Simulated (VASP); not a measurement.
# VCdCu: magnetic orders, part 2 of 6

Wanted: the lowest of several collinear orders of VCdCu. The cell is invented: it takes the structure of a Materials Project entry for TiCuSn (space group 186 there), with some of its atoms replaced by other elements, volume scaled by an estimate. It may not be a known or stable phase.

VASP 6.6.1, plane waves and PAW; the level of theory is named at each step.

So far: The starting structure; Relax in the ferromagnetic state.

**2. Relax in the ferromagnetic state (continued)**

Level of this step: PBEsol, DFT+U (Cu d 3 eV, V d 6 eV), spin-polarised from a ferromagnetic start; plane waves and PAW (Cd, Cu, V); invented cell (VASP).

Parts of OUTCAR (step 2):

```text
ion  position               nearest neighbor table
   1  0.667  0.333  0.744-   4 2.42   4 2.42   4 2.42   3 2.65   5 2.79   5 2.79   5 2.79   6 2.82
                             6 2.82   6 2.82   3 3.07   2 3.74   2 3.74   2 3.74   2 3.74   2 3.74
   2  0.333  0.667  0.244-   3 2.42   3 2.42   3 2.42   4 2.65   6 2.79   6 2.79   6 2.79   5 2.82
                             5 2.82   5 2.82   4 3.07   1 3.74   1 3.74   1 3.74   1 3.74   1 3.74
   3  0.667  0.333  0.280-   2 2.42   2 2.42   2 2.42   1 2.65   5 2.72   5 2.72   5 2.72   6 2.90
                             6 2.90   6 2.90   1 3.07
   4  0.333  0.667  0.780-   1 2.42   1 2.42   1 2.42   2 2.65   6 2.72   6 2.72   6 2.72   5 2.90
                             5 2.90   5 2.90   2 3.07
   5  0.000  0.000  0.499-   3 2.72   3 2.72   3 2.72   1 2.79   1 2.79   1 2.79   2 2.82   2 2.82
                             2 2.82   6 2.86   6 2.86   4 2.90   4 2.90   4 2.90
   6  0.000  0.000  0.999-   4 2.72   4 2.72   4 2.72   2 2.79   2 2.79   2 2.79   1 2.82   1 2.82
                             1 2.82   5 2.86   5 2.86   3 2.90   3 2.90   3 2.90

  LATTYP: Found a hexagonal cell.
 ALAT       =     4.1830910000
 C/A-ratio  =     1.3683742477

 Subroutine GETGRP returns: Found 12 space group operations
 (whereof  6 operations were pure point group operations)

The static configuration has the point symmetry C_3v.
 The point group associated with its full space group is C_6v.

 Found     21 irreducible k-points:

   k-points           NKPTS =     21   k-points in BZ     NKDIM =     21   number of bands    NBANDS=     37

   dimension x,y,z NGX =    28 NGY =   28 NGZ =   36
   dimension x,y,z NGXF=    56 NGYF=   56 NGZF=   72

   ENCUT  =  360.0 eV  26.46 Ry    5.14 a.u.   6.47  6.47  8.86*2*pi/ulx,y,z

   NELECT =      56.0000    total number of electrons

 k-points in reciprocal lattice and weights: Automatic mesh
   0.00000000  0.00000000  0.00000000       0.007
   0.16666667  0.00000000  0.00000000       0.042
   0.33333333  0.00000000  0.00000000       0.042
   0.50000000  0.00000000  0.00000000       0.021
   0.16666667  0.16666667  0.00000000       0.042
   0.33333333  0.16666667  0.00000000       0.083
   0.33333333  0.33333333  0.00000000       0.014
   0.00000000  0.00000000  0.25000000       0.014
   0.16666667  0.00000000  0.25000000       0.083
[...]
0.33333333  0.16666667  0.50000000       0.083
   0.33333333  0.33333333  0.50000000       0.014

atom =   3  type =  2  l = 2

 onsite density matrix

spin component  1

  0.9272  0.0000  0.0000  0.0000 -0.0000
  0.0000  0.9388 -0.0000 -0.0000  0.0000
  0.0000 -0.0000  0.9277  0.0000 -0.0000
  0.0000 -0.0000  0.0000  0.9388 -0.0000
 -0.0000  0.0000 -0.0000 -0.0000  0.9272

spin component  2

  0.9215 -0.0000  0.0000 -0.0000 -0.0000
 -0.0000  0.9348  0.0000 -0.0000 -0.0000
  0.0000  0.0000  0.9202 -0.0000 -0.0000
 -0.0000 -0.0000 -0.0000  0.9348  0.0000
 -0.0000 -0.0000 -0.0000  0.0000  0.9215

 occupancies and eigenvectors

  o =  0.9202  v =  0.0000  0.0000  0.0000  0.0000  0.0000  0.0001 -0.0000 -1.0000  0.0000 -0.0000      0.0000  0.0000  0.0000  0.0000  0.0000  0.0000  0.0000  0.0000  0.0000  0.0000
  o =  0.9215  v =  0.0000  0.0000  0.0000  0.0000  0.0000  0.1780  0.0025  0.0000  0.0005  0.9840      0.0000  0.0000  0.0000  0.0000  0.0000  0.0000  0.0000  0.0000  0.0000  0.0000
  o =  0.9215  v =  0.0000  0.0000  0.0000  0.0000  0.0000 -0.9840  0.0005 -0.0001 -0.0025  0.1780      0.0000  0.0000  0.0000  0.0000  0.0000  0.0000  0.0000  0.0000  0.0000  0.0000
  o =  0.9272  v = -0.9900 -0.0001  0.0004  0.0009  0.1414  0.0000  0.0000  0.0000  0.0000  0.0000      0.0000  0.0000  0.0000  0.0000  0.0000  0.0000  0.0000  0.0000  0.0000  0.0000
  o =  0.9272  v =  0.1414 -0.0009  0.0000 -0.0001  0.9900  0.0000  0.0000  0.0000  0.0000  0.0000      0.0000  0.0000  0.0000  0.0000  0.0000  0.0000  0.0000  0.0000  0.0000  0.0000
  o =  0.9277  v = -0.0004 -0.0000 -1.0000  0.0000  0.0001  0.0000  0.0000  0.0000  0.0000  0.0000      0.0000  0.0000  0.0000  0.0000  0.0000  0.0000  0.0000  0.0000  0.0000  0.0000
  o =  0.9348  v =  0.0000  0.0000  0.0000  0.0000  0.0000 -0.0017  0.7560 -0.0000  0.6545 -0.0019      0.0000  0.0000  0.0000  0.0000  0.0000  0.0000  0.0000  0.0000  0.0000  0.0000
  o =  0.9348  v =  0.0000  0.0000  0.0000  0.0000  0.0000 -0.0019 -0.6545 -0.0000  0.7560  0.0017      0.0000  0.0000  0.0000  0.0000  0.0000  0.0000  0.0000  0.0000  0.0000  0.0000
  o =  0.9388  v = -0.0006 -0.7560 -0.0000 -0.6545 -0.0007  0.0000  0.0000  0.0000  0.0000  0.0000      0.0000  0.0000  0.0000  0.0000  0.0000  0.0000  0.0000  0.0000  0.0000  0.0000
  o =  0.9388  v =  0.0007 -0.6545  0.0000  0.7560 -0.0006  0.0000  0.0000  0.0000  0.0000  0.0000      0.0000  0.0000  0.0000  0.0000  0.0000  0.0000  0.0000  0.0000  0.0000  0.0000

atom =   4  type =  2  l = 2

 onsite density matrix

spin component  1

  0.9272 -0.0000  0.0000 -0.0000 -0.0000
 -0.0000  0.9388  0.0000 -0.0000 -0.0000
  0.0000  0.0000  0.9277 -0.0000 -0.0000
 -0.0000 -0.0000 -0.0000  0.9388  0.0000
 -0.0000 -0.0000 -0.0000  0.0000  0.9272

spin component  2

  0.9215  0.0000  0.0000  0.0000 -0.0000
  0.0000  0.9348 -0.0000 -0.0000  0.0000
  0.0000 -0.0000  0.9202  0.0000 -0.0000
  0.0000 -0.0000  0.0000  0.9348 -0.0000
 -0.0000  0.0000 -0.0000 -0.0000  0.9215

 occupancies and eigenvectors

  o =  0.9202  v =  0.0000  0.0000  0.0000  0.0000  0.0000  0.0001  0.0000 -1.0000 -0.0000 -0.0000      0.0000  0.0000  0.0000  0.0000  0.0000  0.0000  0.0000  0.0000  0.0000  0.0000
  o =  0.9215  v =  0.0000  0.0000  0.0000  0.0000  0.0000  0.1780 -0.0025  0.0000 -0.0005  0.9840      0.0000  0.0000  0.0000  0.0000  0.0000  0.0000  0.0000  0.0000  0.0000  0.0000
  o =  0.9215  v =  0.0000  0.0000  0.0000  0.0000  0.0000 -0.9840 -0.0005 -0.0001  0.0025  0.1780      0.0000  0.0000  0.0000  0.0000  0.0000  0.0000  0.0000  0.0000  0.0000  0.0000
  o =  0.9272  v = -0.9900  0.0001  0.0004 -0.0009  0.1414  0.0000  0.0000  0.0000  0.0000  0.0000      0.0000  0.0000  0.0000  0.0000  0.0000  0.0000  0.0000  0.0000  0.0000  0.0000
  o =  0.9272  v =  0.1414  0.0009  0.0000  0.0001  0.9900  0.0000  0.0000  0.0000  0.0000  0.0000      0.0000  0.0000  0.0000  0.0000  0.0000  0.0000  0.0000  0.0000  0.0000  0.0000
  o =  0.9277  v = -0.0004  0.0000 -1.0000 -0.0000  0.0001  0.0000  0.0000  0.0000  0.0000  0.0000      0.0000  0.0000  0.0000  0.0000  0.0000  0.0000  0.0000  0.0000  0.0000  0.0000
  o =  0.9348  v =  0.0000  0.0000  0.0000  0.0000  0.0000 -0.0017 -0.7560 -0.0000 -0.6545 -0.0019      0.0000  0.0000  0.0000  0.0000  0.0000  0.0000  0.0000  0.0000  0.0000  0.0000
[...]
o =  0.9022  v = -0.7540 -0.0428  0.0000  0.0494  0.6536  0.0000  0.0000  0.0000  0.0000  0.0000      0.0000  0.0000  0.0000  0.0000  0.0000  0.0000  0.0000  0.0000  0.0000  0.0000
  o =  0.9188  v =  0.0000  0.0000  1.0000 -0.0000 -0.0000  0.0000  0.0000  0.0000  0.0000  0.0000      0.0000  0.0000  0.0000  0.0000  0.0000  0.0000  0.0000  0.0000  0.0000  0.0000

atom =   6  type =  3  l = 2

 onsite density matrix

spin component  1

  0.8992  0.0000  0.0000  0.0460 -0.0000
  0.0000  0.2012 -0.0000 -0.0000  0.0460
  0.0000 -0.0000  0.9188  0.0000 -0.0000
  0.0460 -0.0000  0.0000  0.2012 -0.0000
 -0.0000  0.0460 -0.0000 -0.0000  0.8992

spin component  2

  0.0212 -0.0000  0.0000 -0.0006 -0.0000
 -0.0000  0.0352  0.0000 -0.0000 -0.0006
  0.0000  0.0000  0.0114 -0.0000 -0.0000
 -0.0006 -0.0000 -0.0000  0.0352  0.0000
 -0.0000 -0.0006 -0.0000  0.0000  0.0212

 occupancies and eigenvectors

  o =  0.0114  v =  0.0000  0.0000  0.0000  0.0000  0.0000 -0.0000  0.0000  1.0000 -0.0000  0.0000      0.0000  0.0000  0.0000  0.0000  0.0000  0.0000  0.0000  0.0000  0.0000  0.0000
  o =  0.0212  v =  0.0000  0.0000  0.0000  0.0000  0.0000  0.6540  0.0297  0.0000  0.0257  0.7555      0.0000  0.0000  0.0000  0.0000  0.0000  0.0000  0.0000  0.0000  0.0000  0.0000
  o =  0.0212  v =  0.0000  0.0000  0.0000  0.0000  0.0000  0.7555 -0.0257  0.0000  0.0297 -0.6540      0.0000  0.0000  0.0000  0.0000  0.0000  0.0000  0.0000  0.0000  0.0000  0.0000
  o =  0.0352  v =  0.0000  0.0000  0.0000  0.0000  0.0000  0.0257 -0.7555  0.0000 -0.6540  0.0297      0.0000  0.0000  0.0000  0.0000  0.0000  0.0000  0.0000  0.0000  0.0000  0.0000
  o =  0.0352  v =  0.0000  0.0000  0.0000  0.0000  0.0000 -0.0297 -0.6540 -0.0000  0.7555  0.0257      0.0000  0.0000  0.0000  0.0000  0.0000  0.0000  0.0000  0.0000  0.0000  0.0000
  o =  0.1982  v = -0.0428  0.7544  0.0000  0.6531 -0.0495  0.0000  0.0000  0.0000  0.0000  0.0000      0.0000  0.0000  0.0000  0.0000  0.0000  0.0000  0.0000  0.0000  0.0000  0.0000
  o =  0.1982  v =  0.0495  0.6531 -0.0000 -0.7544 -0.0428  0.0000  0.0000  0.0000  0.0000  0.0000      0.0000  0.0000  0.0000  0.0000  0.0000  0.0000  0.0000  0.0000  0.0000  0.0000
  o =  0.9022  v =  0.6536  0.0494 -0.0000  0.0428  0.7540  0.0000  0.0000  0.0000  0.0000  0.0000      0.0000  0.0000  0.0000  0.0000  0.0000  0.0000  0.0000  0.0000  0.0000  0.0000
  o =  0.9022  v = -0.7540  0.0428  0.0000 -0.0494  0.6536  0.0000  0.0000  0.0000  0.0000  0.0000      0.0000  0.0000  0.0000  0.0000  0.0000  0.0000  0.0000  0.0000  0.0000  0.0000
  o =  0.9188  v =  0.0000 -0.0000  1.0000  0.0000 -0.0000  0.0000  0.0000  0.0000  0.0000  0.0000      0.0000  0.0000  0.0000  0.0000  0.0000  0.0000  0.0000  0.0000  0.0000  0.0000

 average (electrostatic) potential at core
       1 -37.3558       2 -37.3558       3 -65.8539       4 -65.8539       5 -41.2059
       6 -41.2059

 E-fermi :   4.2725

 spin component 1
 k-point     1 :       0.0000    0.0000    0.0000
  band No.  band energies     occupation
    ...
     25       1.3685      1.00000
     26       2.2518      1.00000
     27       2.2518      1.00000
     28       2.3811      1.00000
     29       3.6465      1.00000
     30       4.5793     -0.00000
     31       4.5793     -0.00000
     32       6.3101      0.00000
     33       6.3101      0.00000
     34       7.5631      0.00000
    ...

 k-point     2 :       0.1667    0.0000    0.0000
  band No.  band energies     occupation
    ...
     25       1.3456      1.00000
     26       2.1224      1.00000
     27       2.2185      1.00000
     28       2.4043      1.00000
     29       3.6397      1.00000
     30       4.2949      0.16079
     31       4.3354     -0.03530
     32       4.9835     -0.00000
     33       5.7832      0.00000
     34       6.2645      0.00000
    ...

 k-point     3 :       0.3333    0.0000    0.0000
  band No.  band energies     occupation
    ...
     29       2.9196      1.00000
     30       3.7156      1.00000
     31       3.7380      1.00000
     32       3.7393      1.00000
     33       4.2040      1.03280
     34       6.1868      0.00000
     35       6.3234      0.00000
     36       7.1784      0.00000
     37       7.5792      0.00000

 k-point     4 :       0.5000    0.0000    0.0000
  band No.  band energies     occupation
    ...
     29       2.6781      1.00000
     30       3.2461      1.00000
     31       3.3441      1.00000
     32       3.4624      1.00000
     33       3.9157      1.00000
     34       6.1415      0.00000
     35       6.3278      0.00000
     36       6.7022      0.00000
     37       7.1267      0.00000

 k-point     5 :       0.1667    0.1667    0.0000
  band No.  band energies     occupation
    ...
     29       3.6277      1.00000
     30       3.7552      1.00000
     31       3.7587      1.00000
     32       3.8263      1.00000
     33       4.1061      1.00001
     34       6.2140      0.00000
     35       6.3138      0.00000
     36       8.1444      0.00000
     37       8.3543      0.00000

 k-point     6 :       0.3333    0.1667    0.0000
  band No.  band energies     occupation
    ...
     29       2.5508      1.00000
     30       2.7943      1.00000
     31       3.1078      1.00000
     32       3.7751      1.00000
     33       4.2503      0.83852
     34       6.1694      0.00000
     35       6.3062      0.00000
     36       6.7501      0.00000
     37       7.8327      0.00000

  Total       -0.0747836     -0.0747836      0.0506810      0.0000000     -0.0000000      0.0000000
  in kB       -1.1594921     -1.1594921      0.7857913      0.0000002     -0.0000000      0.0000000
  external PRESSURE =      -0.5110643 kB  Pullay stress =       0.0000000 kB

  energy-cutoff  :      360.00
  volume of cell :      103.34
      direct lattice vectors                 reciprocal lattice vectors
     4.548312772 -0.000000050  0.000000000     0.219861750  0.126937276  0.000000000
    -2.274156973  3.938954339 -0.000000000     0.000000003  0.253874486  0.000000000
    -0.000000000 -0.000000000  5.767899447    -0.000000000 -0.000000000  0.173373341

 POSITION                                       TOTAL-FORCE (eV/Angst)
 -----------------------------------------------------------------------------------
      2.27416      1.31298      4.37017         0.000000      0.000000     -0.009299
     -0.00000      2.62597      1.48622         0.000000      0.000000     -0.009299
      2.27416      1.31298      1.48630        -0.000000      0.000000     -0.007998
     -0.00000      2.62597      4.37025         0.000000      0.000000     -0.007998
      0.00000     -0.00000      2.92228        -0.000000     -0.000000      0.017297
      0.00000     -0.00000      0.03833         0.000000     -0.000000      0.017297
 -----------------------------------------------------------------------------------
    total drift:                               -0.000006      0.000004      0.002561

  FREE ENERGIE OF THE ION-ELECTRON SYSTEM (eV)
  ---------------------------------------------------
  free  energy   TOTEN  =       -18.6004471033 eV

  energy  without entropy=      -18.6007463715  energy(sigma->0) =      -18.60054686

 reached required accuracy - stopping structural energy minimisation

 total charge
# of ion       s       p       d       tot
------------------------------------------
    1        0.572   0.404   9.424  10.400
    2        0.572   0.404   9.424  10.400
    3        0.438   0.296   9.272  10.006
    4        0.438   0.296   9.272  10.006
    5        0.378   0.413   3.225   4.015
    6        0.378   0.413   3.225   4.015
--------------------------------------------------
tot          2.775   2.225  43.840  48.841

 magnetization (x)
# of ion       s       p       d       tot
------------------------------------------
    1       -0.028   0.035   0.014   0.021
    2       -0.028   0.035   0.014   0.021
    3       -0.027   0.028   0.027   0.028
    4       -0.027   0.028   0.027   0.028
    5        0.054   0.088   2.981   3.124
    6        0.054   0.088   2.981   3.124
--------------------------------------------------
tot         -0.001   0.303   6.045   6.347

[... 6 further parts left out ...]
```

CONTCAR:

```
VCdCu
   1.00000000000000
     4.5483127724238219   -0.0000000497580277    0.0000000000000000
    -2.2741569729581603    3.9389543390277337   -0.0000000000000000
    -0.0000000000000000   -0.0000000000000000    5.7678994469787650
  Cd              Cu              V
     2     2     2
Direct
     0.6666666699999979    0.3333333300000021    0.7576705251343405
     0.3333333300000021    0.6666666699999979    0.2576705251343405
     0.6666666699999979    0.3333333300000021    0.2576840445260780
     0.3333333300000021    0.6666666699999979    0.7576840445260780
     0.0000000000000000    0.0000000000000000    0.5066454303395871
     0.0000000000000000    0.0000000000000000    0.0066454303395870
```

The magnetic state follows from one typed start and may not be the lowest. The k-mesh is coarse for a metal. A U on the itinerant d states of such a compound is hard to justify; it moves the bands at the Fermi level and favours large moments. The PAW data sets were made with PBE, which is usual practice but a small mismatch for other functionals. After so large a change of volume the plane waves of the start cell no longer fit, so the final stress carries a basis-set error. The data set V keeps the semicore shell frozen, which is cheaper and a little less accurate. The run keeps the 12 symmetry operations of its start, so it cannot find a distortion of lower symmetry.

The steps of the relaxation:

| step | energy less that of the first step (eV) | largest force (eV/Å) | pressure (GPa) | volume (Å³) |
| --- | --- | --- | --- | --- |
| 1 | 0.0000 | 0.4488 | 24.74 | 86.74 |
| 2 | -1.2345 | 0.2454 | -4.70 | 111.03 |
| 3 | -1.3246 | 0.2948 | 0.05 | 104.73 |
| 4 | -1.3247 | 0.2897 | -0.66 | 105.36 |
| 5 | -1.3446 | 0.2869 | -0.67 | 104.91 |
| 6 | -1.3717 | 0.2565 | -0.37 | 103.54 |
| 7 | -1.3878 | 0.1764 | 0.49 | 102.55 |
| 8 | -1.3926 | 0.1093 | 1.26 | 101.69 |
| 9 | -1.4037 | 0.0240 | 0.18 | 103.03 |
| 10 | -1.4042 | 0.0173 | -0.05 | 103.34 |

| conventional cell, symmetrised | before | after | change |
| --- | --- | --- | --- |
| a (Å) | 4.183 | 4.548 | +8.7 % |
| b (Å) | 4.183 | 4.548 | +8.7 % |
| c (Å) | 5.724 | 5.768 | +0.8 % |
| volume (Å³/atom) | 14.46 | 17.22 | +19.1 % |

The atoms that moved most (Å, as changes of fractional coordinates times the final cell):

| atom | dx | dy | dz | length |
| --- | --- | --- | --- | --- |
| Cu3 | 0.000 | 0.000 | -0.128 | 0.128 |
| Cu4 | 0.000 | 0.000 | -0.128 | 0.128 |
| Cd2 | 0.000 | 0.000 | 0.081 | 0.081 |
| Cd1 | 0.000 | 0.000 | 0.081 | 0.081 |
| V6 | 0.000 | 0.000 | 0.046 | 0.046 |
| V5 | 0.000 | 0.000 | 0.046 | 0.046 |

Final coordinates:

```
Cd Cu V
1.0
     4.54831    0.00000    0.00000
    -2.27416    3.93895    0.00000
     0.00000    0.00000    5.76790
Cd Cu V
2 2 2
Direct
  0.66667 0.33333 0.75767
  0.33333 0.66667 0.25767
  0.66667 0.33333 0.25768
  0.33333 0.66667 0.75768
  0.00000 0.00000 0.50665
  0.00000 0.00000 0.00665
```

Numbers from this step:

```
electronic cycles                                 : 123
electrons                                         : 56
free energy (TOTEN)                               : -18.60 eV
energy at zero smearing                           : -18.60 eV
Fermi energy                                      : 4.272 eV
moment of the cell, from the last line of the log : 6.901 μB
labelled metallic, from the levels on this mesh   : yes
```

Spin moment in the PAW sphere by atom:

| atom | spin moment in the PAW sphere (μB) |
| --- | --- |
| Cd1 | 0.02 |
| Cd2 | 0.02 |
| Cu3 | 0.03 |
| Cu4 | 0.03 |
| V5 | 3.12 |
| V6 | 3.12 |

The run ended after 10 ionic steps, 1.404 eV below its first step, once forces and stress met EDIFFG = -0.02.

(Part 2 of 6 ends here.)

[Lines on the potential files, build, host, timing and source positions are cut from VASP's logs without a mark.]

[Logs are printed without paths, hosts, clocks, repeated set-up lines and the standing remarks that a program may print on its own settings, such as how far it seeks lower states.]

[Hosts, paths, dates, database ids (printed as entryN), source tags and the programs' standing remarks are cut or masked in the printed files.]

[In band tables of VASP the shares of atoms and orbitals are scaled to a sum of 1 inside the atoms' spheres.]

[Runs that stopped without an error message from VASP are left out.]
